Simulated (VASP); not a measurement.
# ZrSeBr: structure and properties in VASP

What structure does ZrSeBr take at this level, and what are its properties? The steps: first try, rough relaxation of the start cell, relaxing cell and atoms (BLYP), second relaxation, single point with fields (BLYP), bands along the symmetry lines (BLYP), total and projected DOS (BLYP), vibrations at Γ (BLYP), volume scan with BLYP, fit for BLYP, electric field gradients (BLYP) and band structure (BLYP), changed input. The cell is invented: other elements were put on sites of a known structure type. It may not be a known or stable phase.

Calculated with VASP 6.6.1; BLYP; plane waves and PAW (Zr_sv, Se, Br); invented cell.

## Step 1: The structure

Before any relaxation, the start is as follows. Symmetry: P-6m2, No. 187, hexagonal system. Conventional cell: a = 4.398 Å, b = 4.398 Å, c = 4.319 Å, α = 90.00°, β = 90.00°, γ = 120.00°. Nearest to Zr lie 6 Br at 3.33 Å and 6 Se at 3.33 Å. Nearest to Se lie 3 Br at 2.54 Å and 6 Zr at 3.33 Å. Nearest to Br lie 3 Se at 2.54 Å and 6 Zr at 3.33 Å. Farther neighbours and most contacts between anions are not listed.

As a file:

```cif
data_structure
_symmetry_space_group_name_H-M 'P-6m2'
_symmetry_Int_Tables_number 187
_cell_length_a 4.3979
_cell_length_b 4.3979
_cell_length_c 4.3194
_cell_angle_alpha 90.000
_cell_angle_beta 90.000
_cell_angle_gamma 120.000
_cell_volume 72.35
loop_
_atom_site_label
_atom_site_type_symbol
_atom_site_symmetry_multiplicity
_atom_site_Wyckoff_symbol
_atom_site_fract_x
_atom_site_fract_y
_atom_site_fract_z
_atom_site_occupancy
Zr1 Zr 1 b 0.00000 0.00000 0.50000 1
Se1 Se 1 c 0.33333 0.66667 0.00000 1
Br1 Br 1 e 0.66667 0.33333 0.00000 1
```

## Step 2: First try

This run is made with a changed input; what comes of it follows.

The input, INCAR:

```
SYSTEM = ZrSeBr
PREC = Accurate
ENCUT = 400
EDIFF = 1E-13
NELM = 81
ISMEAR = 0
SIGMA = 0.05
LREAL = .FALSE.
ALGO = Normal
GGA = B5
ALDAX = 1
AGGAX = 1
AGGAC = 1
ALDAC = 0
NBANDS = 18
LORBIT = 11
LWAVE = .FALSE.
LCHARG = .FALSE.
IBRION = 2
NSW = 30
ISIF = 3
EDIFFG = -0.01
```

The input, POSCAR:

```
ZrSeBr
1.0
    4.3978853200      0.0000000000      0.0000000000
   -2.1989426600      3.8086804100      0.0000000000
    0.0000000000      0.0000000000      4.3194065100
Zr Se Br
1 1 1
Direct
    0.0000000000      0.0000000000      0.5000000000
    0.3333333300      0.6666666700      0.0000000000
    0.6666666700      0.3333333300      0.0000000000
```

The input, KPOINTS:

```
Automatic mesh
0
Gamma
6 6 5
0 0 0
```

Potentials, in the order of the species: Zr_sv, Se and Br (PBE family, release 64).

Command:

```bash
mpirun -np 1 vasp_std
```

Output:

```text
[banner, memory and clock lines left out]
running    1 mpi-ranks, on    1 nodes
[...]
|                                                                             |
|               ----> ADVICE to this user running VASP <----                  |
|                                                                             |
|     You enforced a specific xc type in the INCAR file but a different       |
|     [... a line on the potential file left out ...]
|     I HOPE YOU KNOW WHAT YOU ARE DOING!                                     |
|                                                                             |

 LDA part: xc-table for (Slater(with rela. corr.)+VWN5), standard interpolation
 POSCAR, INCAR and KPOINTS ok, starting setup
[...]
entering main loop
       N       E                     dE             d eps       ncg     rms          rms(c)
DAV:   1     0.160953631745E+03    0.16095E+03   -0.10724E+04   756   0.102E+03
DAV:   2     0.203229371947E+01   -0.15892E+03   -0.15610E+03   972   0.274E+02
DAV:   3    -0.973584453792E+01   -0.11768E+02   -0.11512E+02  1310   0.618E+01
DAV:   4    -0.100892482060E+02   -0.35340E+00   -0.34911E+00  1012   0.937E+00
[...]
DAV:  79    -0.868719834699E+01    0.10032E-08   -0.70759E-12   860   0.317E-09    0.440E-10
DAV:  80    -0.868719834765E+01   -0.66325E-09   -0.73259E-12   870   0.216E-09    0.646E-10
DAV:  81    -0.868719834677E+01    0.87857E-09   -0.80115E-12   866   0.122E-09
|                                                                             |
|           W    W    AA    RRRRR   N    N  II  N    N   GGGG   !!!           |
|           W    W   A  A   R    R  NN   N  II  NN   N  G    G  !!!           |
|           W    W  A    A  R    R  N N  N  II  N N  N  G       !!!           |
|           W WW W  AAAAAA  RRRRR   N  N N  II  N  N N  G  GGG   !            |
|           WW  WW  A    A  R   R   N   NN  II  N   NN  G    G                |
|           W    W  A    A  R    R  N    N  II  N    N   GGGG   !!!           |
|                                                                             |
|     The electronic self-consistency was not achieved in the given           |
|     number of steps (NELM). The forces and other quantities evaluated       |
|     might not be reliable so examine the results carefully. If you find     |
|     spurious results, we suggest increasing NELM, if you were close to      |
|     convergence or switching to a different ALGO or adjusting the           |
|     density mixing parameters otherwise.                                    |
|                                                                             |

   1 F= -.86871983E+01 E0= -.86855443E+01  d E =-.868720E+01
[... from here on, the cycles between the ionic steps are left out ...]
   2 F= -.10841311E+02 E0= -.10836262E+02  d E =-.215411E+01
[...]
|     The electronic self-consistency was not achieved in the given           |
   3 F= -.10922797E+02 E0= -.10919155E+02  d E =-.223560E+01
[...]
hard stop encountered!  aborting job ...
[...]
|     The electronic self-consistency was not achieved in the given           |
[...]
soft stop encountered!  aborting job ...
   4 F= -.17347325E+02 E0= -.17347000E+02  d E =-.648746E-03
 deleting file STOPCAR
```

The job ended after 4.1 min (1 MPI rank of Intel Xeon 6975P-C (Granite Rapids), shared host; peak memory 0.17 GiB).

Lines that name or quote the potential files are left out of all logs, and their timing lines are given in words.

The run was stopped at its time limit, by a STOPCAR file.

By then 3 ionic steps had been finished.

The fault in the input: threshold below the noise (EDIFF = 1e-13). An EDIFF of 1E-06 to 1E-08 can be reached; this one can't.

## Step 3: Rough relaxation of the start cell

The start is only an estimate, so a cheap relaxation brings it near a minimum before any careful run.

The input, INCAR:

```
SYSTEM = ZrSeBr
PREC = Normal
ENCUT = 400
EDIFF = 1E-05
NELM = 60
ISMEAR = 0
SIGMA = 0.05
LREAL = .FALSE.
ALGO = Fast
GGA = B5
ALDAX = 1
AGGAX = 1
AGGAC = 1
ALDAC = 0
NBANDS = 18
LORBIT = 11
LWAVE = .FALSE.
LCHARG = .FALSE.
IBRION = 2
NSW = 40
ISIF = 3
EDIFFG = -0.04
```

POSCAR is that of step 2.

The input, KPOINTS:

```
Automatic mesh
0
Gamma
4 4 4
0 0 0
```

Command:

```bash
mpirun -np 1 vasp_std
```

Output:

```text
[banner, memory and clock lines left out]
running    1 mpi-ranks, on    1 nodes
 distrk:  each k-point on    1 cores,    1 groups
 distr:  one band on    1 cores,    1 groups

 POSCAR found type information on POSCAR ZrSeBr
 POSCAR found :  3 types and       3 ions
 [... a notice as in an earlier step ...]

 LDA part: xc-table for (Slater(with rela. corr.)+VWN5), standard interpolation
 POSCAR, INCAR and KPOINTS ok, starting setup
 FFT: planning ... GRIDC
 FFT: planning ... GRID_SOFT
 FFT: planning ... GRID
 WAVECAR not read
 entering main loop
       N       E                     dE             d eps       ncg     rms          rms(c)
DAV:   1     0.161804830257E+03    0.16180E+03   -0.10744E+04   432   0.102E+03
DAV:   2     0.330005711936E+01   -0.15850E+03   -0.15527E+03   538   0.273E+02
DAV:   3    -0.958173268466E+01   -0.12882E+02   -0.12595E+02   736   0.626E+01
DAV:   4    -0.998997227477E+01   -0.40824E+00   -0.39612E+00   588   0.966E+00
DAV:   5    -0.999718320506E+01   -0.72109E-02   -0.72049E-02   610   0.109E+00    0.189E+01
RMM:   6    -0.918485847907E+01    0.81232E+00   -0.58743E+00   460   0.103E+01    0.878E+00
RMM:   7    -0.868371947542E+01    0.50114E+00   -0.72804E-01   439   0.520E+00    0.763E+00
RMM:   8    -0.870584325297E+01   -0.22124E-01   -0.23169E-01   467   0.234E+00    0.971E-01
RMM:   9    -0.868290728326E+01    0.22936E-01   -0.51081E-02   502   0.958E-01    0.428E-01
RMM:  10    -0.868206493078E+01    0.84235E-03   -0.20985E-02   509   0.579E-01    0.186E-01
RMM:  11    -0.868213153111E+01   -0.66600E-04   -0.45228E-03   525   0.245E-01    0.127E-01
RMM:  12    -0.868230024732E+01   -0.16872E-03   -0.14947E-03   520   0.141E-01    0.557E-02
RMM:  13    -0.868236930540E+01   -0.69058E-04   -0.59969E-04   489   0.800E-02    0.487E-02
RMM:  14    -0.868237868076E+01   -0.93754E-05   -0.21122E-04   459   0.629E-02    0.656E-03
WARNING in EDDRMM: call to ZHEGV failed, returncode =   8  4      7
RMM:  15    -0.868238919970E+01   -0.10519E-04   -0.10061E-04   371   0.317E-02    0.370E-03
RMM:  16    -0.868239324225E+01   -0.40425E-05   -0.40142E-05   302   0.199E-02
   1 F= -.86823932E+01 E0= -.86786453E+01  d E =-.868239E+01
 curvature:   0.00 expect dE= 0.000E+00 dE for cont linesearch  0.000E+00
 trial: gam= 0.00000 g(F)=  0.851E-44 g(S)=  0.373E+01 ort = 0.000E+00 (trialstep = 0.100E+01)
 search vector abs. value=  0.373E+01
 bond charge predicted
       N       E                     dE             d eps       ncg     rms          rms(c)
DAV:   1    -0.225901778696E+02   -0.13908E+02   -0.47407E+02   490   0.151E+02    0.324E+01
RMM:   2    -0.196433480789E+02    0.29468E+01   -0.34528E+01   442   0.416E+01    0.135E+01
RMM:   3    -0.118442787718E+02    0.77991E+01   -0.61704E+00   457   0.149E+01    0.888E+00
RMM:   4    -0.137505171329E+02   -0.19062E+01   -0.10544E+01   486   0.133E+01    0.112E+01
RMM:   5    -0.106313866836E+02    0.31191E+01   -0.20206E+00   457   0.799E+00    0.268E+00
RMM:   6    -0.108478484282E+02   -0.21646E+00   -0.88369E-01   481   0.353E+00    0.248E+00
RMM:   7    -0.107169363106E+02    0.13091E+00   -0.13773E-01   490   0.165E+00    0.102E+00
RMM:   8    -0.107059130230E+02    0.11023E-01   -0.61642E-02   509   0.102E+00    0.387E-01
RMM:   9    -0.107179367287E+02   -0.12024E-01   -0.13386E-02   494   0.530E-01    0.751E-01
RMM:  10    -0.107065238592E+02    0.11413E-01   -0.91517E-03   502   0.479E-01    0.250E-01
RMM:  11    -0.107061147720E+02    0.40909E-03   -0.48500E-03   507   0.329E-01    0.904E-02
RMM:  12    -0.107064125373E+02   -0.29777E-03   -0.12718E-03   544   0.158E-01    0.116E-01
RMM:  13    -0.107063543392E+02    0.58198E-04   -0.26358E-04   473   0.765E-02    0.910E-02
RMM:  14    -0.107061579137E+02    0.19643E-03   -0.19025E-04   472   0.702E-02    0.334E-02
RMM:  15    -0.107061567275E+02    0.11861E-05   -0.63787E-05   409   0.385E-02
   2 F= -.10706157E+02 E0= -.10703312E+02  d E =-.202376E+01
[... from here on, the cycles between the ionic steps are left out ...]
   3 F= -.10765758E+02 E0= -.10759313E+02  d E =-.208336E+01
   4 F= -.11418487E+02 E0= -.11411730E+02  d E =-.652729E+00
[...]
WARNING in EDDRMM: call to ZHEGV failed, returncode =   8  4      5
   5 F= -.11442721E+02 E0= -.11434993E+02  d E =-.676963E+00
   6 F= -.11449652E+02 E0= -.11444136E+02  d E =-.683895E+00
   7 F= -.11450330E+02 E0= -.11444573E+02  d E =-.684572E+00
   8 F= -.11487773E+02 E0= -.11482379E+02  d E =-.374433E-01
   9 F= -.11488543E+02 E0= -.11483466E+02  d E =-.382132E-01
  10 F= -.11488669E+02 E0= -.11483489E+02  d E =-.383392E-01
  11 F= -.11488670E+02 E0= -.11483439E+02  d E =-.383401E-01
 curvature:  -1.16 expect dE=-0.655E-03 dE for cont linesearch -0.192E-05
 ZBRENT: accuracy reached
 trial: gam= 0.02446 g(F)=  0.131E-42 g(S)=  0.563E-03 ort = 0.345E-03 (trialstep = 0.111E+01)
 search vector abs. value=  0.623E-03
 bond charge predicted
       N       E                     dE             d eps       ncg     rms          rms(c)
DAV:   1    -0.114937309224E+02   -0.50647E-02   -0.11109E-01   438   0.245E+00    0.479E-01
RMM:   2    -0.115002874083E+02   -0.65565E-02   -0.11464E-02   452   0.571E-01    0.724E-01
RMM:   3    -0.114893800826E+02    0.10907E-01   -0.36110E-03   444   0.366E-01    0.110E-01
RMM:   4    -0.114891457205E+02    0.23436E-03   -0.79361E-04   469   0.162E-01    0.380E-02
RMM:   5    -0.114891210467E+02    0.24674E-04   -0.34335E-04   489   0.112E-01    0.273E-02
RMM:   6    -0.114891283082E+02   -0.72614E-05   -0.81961E-05   416   0.518E-02
  12 F= -.11489128E+02 E0= -.11483892E+02  d E =-.458297E-03
 trial-energy change:   -0.000458  1 .order   -0.000475   -0.000633   -0.000318
 step:   2.2252(harm=  2.2252)  dis= 0.00000  next Energy=   -11.489306 (dE=-0.635E-03)
 reached required accuracy - stopping structural energy minimisation
```

Run time: 45 s. Hardware: 1 MPI rank; peak memory 0.14 GiB.

Parts of OUTCAR (step 3):

```text
ion  position               nearest neighbor table
   1  0.000  0.000  0.500-   2 3.33   3 3.33   2 3.33   3 3.33   2 3.33   2 3.33   3 3.33   3 3.33
                             3 3.33   3 3.33   2 3.33   2 3.33
   2  0.333  0.667  0.000-   3 2.54   3 2.54   3 2.54   1 3.33   1 3.33   1 3.33   1 3.33   1 3.33
                             1 3.33
   3  0.667  0.333  0.000-   2 2.54   2 2.54   2 2.54   1 3.33   1 3.33   1 3.33   1 3.33   1 3.33
                             1 3.33

  LATTYP: Found a hexagonal cell.
 ALAT       =     4.3978853200
 C/A-ratio  =     0.9821553305

 Subroutine GETGRP returns: Found 12 space group operations
 (whereof 12 operations were pure point group operations)

The static configuration has the point symmetry D_3h.

 Found     12 irreducible k-points:

   k-points           NKPTS =     12   k-points in BZ     NKDIM =     12   number of bands    NBANDS=     18

   dimension x,y,z NGX =    24 NGY =   24 NGZ =   24
   dimension x,y,z NGXF=    48 NGYF=   48 NGZF=   48

   ENCUT  =  400.0 eV  29.40 Ry    5.42 a.u.   7.17  7.17  7.04*2*pi/ulx,y,z

   NELECT =      25.0000    total number of electrons

 k-points in reciprocal lattice and weights: Automatic mesh
   0.00000000  0.00000000  0.00000000       0.016
   0.25000000  0.00000000  0.00000000       0.094
   0.50000000  0.00000000  0.00000000       0.047
   0.25000000  0.25000000  0.00000000       0.094
   0.00000000  0.00000000  0.25000000       0.031
   0.25000000  0.00000000  0.25000000       0.188
   0.50000000  0.00000000  0.25000000       0.094
   0.25000000  0.25000000  0.25000000       0.188
   0.00000000  0.00000000  0.50000000       0.016
   0.25000000  0.00000000  0.50000000       0.094
   0.50000000  0.00000000  0.50000000       0.047
   0.25000000  0.25000000  0.50000000       0.094

 average (electrostatic) potential at core
       1 -79.0321       2 -52.2372       3 -59.6856

 E-fermi :   6.8046

 k-point     1 :       0.0000    0.0000    0.0000
  band No.  band energies     occupation
    ...
      8       0.8867      2.00000
      9       4.2190      2.00000
     10       4.2190      2.00000
     11       4.6469      2.00000
     12       4.7751      2.00000
     13       7.4639      0.00000
     14       7.7264      0.00000
     15       8.2123      0.00000
     16       8.2123      0.00000
     17       8.5092      0.00000
    ...

 k-point     2 :       0.2500    0.0000    0.0000
  band No.  band energies     occupation
    ...
      8       1.2415      2.00000
      9       3.4251      2.00000
     10       4.4875      2.00000
     11       4.7932      2.00000
     12       5.2601      2.00000
     13       7.1753      0.00000
     14       7.8324      0.00000
     15       8.3922      0.00000
     16       8.4801      0.00000
     17       8.8343      0.00000
    ...

 k-point     3 :       0.5000    0.0000    0.0000
  band No.  band energies     occupation
    ...
      8       1.0365      2.00000
      9       4.5218      2.00000
     10       4.7502      2.00000
     11       4.8305      2.00000
     12       5.2370      2.00000
     13       6.8786      0.03656
     14       6.9610      0.00001
     15       8.4516      0.00000
     16       8.7072      0.00000
     17       9.2099      0.00000
    ...

  Total       -0.0299441     -0.0299441      0.0855710     -0.0000000      0.0000000      0.0000000
  in kB       -0.6607228     -0.6607228      1.8881393     -0.0000000      0.0000000      0.0000000
  external PRESSURE =       0.1888979 kB  Pullay stress =       0.0000000 kB

  energy-cutoff  :      400.00
  volume of cell :       72.61
      direct lattice vectors                 reciprocal lattice vectors
     5.109522867  0.000000000 -0.000000000     0.195712990  0.112994948 -0.000000000
    -2.554761433  4.424976604  0.000000000    -0.000000000  0.225989895 -0.000000000
     0.000000000  0.000000000  3.211529558     0.000000000 -0.000000000  0.311378109

 POSITION                                       TOTAL-FORCE (eV/Angst)
 -----------------------------------------------------------------------------------
      0.00000      0.00000      1.60576         0.000000     -0.000000      0.000000
     -0.00000      2.94998      0.00000         0.000000      0.000000      0.000000
      2.55476      1.47499     -0.00000        -0.000000     -0.000000      0.000000
 -----------------------------------------------------------------------------------
    total drift:                               -0.000006      0.000004      0.000000

  FREE ENERGIE OF THE ION-ELECTRON SYSTEM (eV)
  ---------------------------------------------------
  free  energy   TOTEN  =       -11.4891283082 eV

  energy  without entropy=      -11.4786547737  energy(sigma->0) =      -11.48389154

 reached required accuracy - stopping structural energy minimisation

 total charge
# of ion       s       p       d       tot
------------------------------------------
    1        2.104   5.913   1.543   9.559
    2        1.514   2.212   0.035   3.760
    3        1.665   3.204   0.040   4.908
--------------------------------------------------
tot          5.282  11.329   1.617  18.228

[... 3 further parts left out ...]
```

CONTCAR:

```
ZrSeBr
   1.00000000000000
     5.1095228665419672    0.0000000000000000   -0.0000000000000000
    -2.5547614332709836    4.4249766035707063    0.0000000000000000
     0.0000000000000000    0.0000000000000000    3.2115295576029577
  Zr              Se              Br
     1     1     1
Direct
     0.0000000000000000    0.0000000000000000    0.5000000000000000
     0.3333333300000021    0.6666666699999979    0.0000000000000000
     0.6666666699999979    0.3333333300000021    0.0000000000000000
```

This run has no spin polarisation. Its electron count is odd, so without a moment it is a metal by construction. The k-mesh is coarse for a metal. This relaxation is a rough one on cheap settings, only to bring the start near its minimum. The PAW data sets were made with PBE, which is usual practice but a small mismatch for other functionals. The run keeps the 12 symmetry operations of its start, so it cannot find a distortion of lower symmetry.

The steps of the relaxation:

```
step  energy less that of the first step (eV)  largest force (eV/Å)  pressure (GPa)  volume (Å³)
   1                                   0.0000                0.0000           10.28        72.35
   2                                  -2.0238                0.0000           -5.92        88.02
   3                                  -2.0834                0.0000           -7.01        90.52
   4                                  -2.7361                0.0000           -3.59        78.47
   5                                  -2.7603                0.0000           -1.26        75.43
   6                                  -2.7673                0.0000           -2.33        76.64
   7                                  -2.7679                0.0000           -2.10        76.35
   8                                  -2.8054                0.0000           -0.27        73.00
   9                                  -2.8062                0.0000            0.33        72.13
  10                                  -2.8063                0.0000            0.25        72.33
  11                                  -2.8063                0.0000            0.16        72.41
  12                                  -2.8067                0.0000            0.02        72.61
```

```
     cell as run  before  after   change
           a (Å)   4.398  5.110  +16.2 %
           b (Å)   4.398  5.110  +16.2 %
           c (Å)   4.319  3.212  -25.6 %
volume (Å³/atom)   24.12  24.20   +0.4 %
```

Final coordinates:

```
Zr Se Br
1.0
     5.10952    0.00000    0.00000
    -2.55476    4.42498    0.00000
     0.00000    0.00000    3.21153
Zr Se Br
1 1 1
Cartesian
  0.0000 0.0000 1.6058
  0.0000 2.9500 0.0000
  2.5548 1.4750 0.0000
```

This step gave:

| Quantity | Value |
| --- | --- |
| electrons | 25 |
| bands | 18 |
| irreducible k-points | 12 |
| symmetry operations | 12 |
| free energy (TOTEN) | -11.49 eV |
| energy at zero smearing | -11.48 eV |
| Fermi energy | 6.805 eV |
| pressure | 0.01889 GPa |
| metallic | yes |
| SCF cycles over all ionic steps | 119 |

It ends with forces that vanish by symmetry and a pressure of 0.02 GPa.

(Continued in part 2 of 6.)

[Lines on the potential files, build, host, timing and source positions are cut from VASP's logs without a mark.]

[Logs are printed without paths, hosts, clocks, repeated set-up lines and the standing remarks that a program may print on its own settings, such as how far it seeks lower states.]

[Hosts, paths, dates, database ids (printed as entryN), source tags and the programs' standing remarks are cut or masked in the printed files.]

[A measured line is paired with the nearest computed mode of its activity, which favours agreement.]
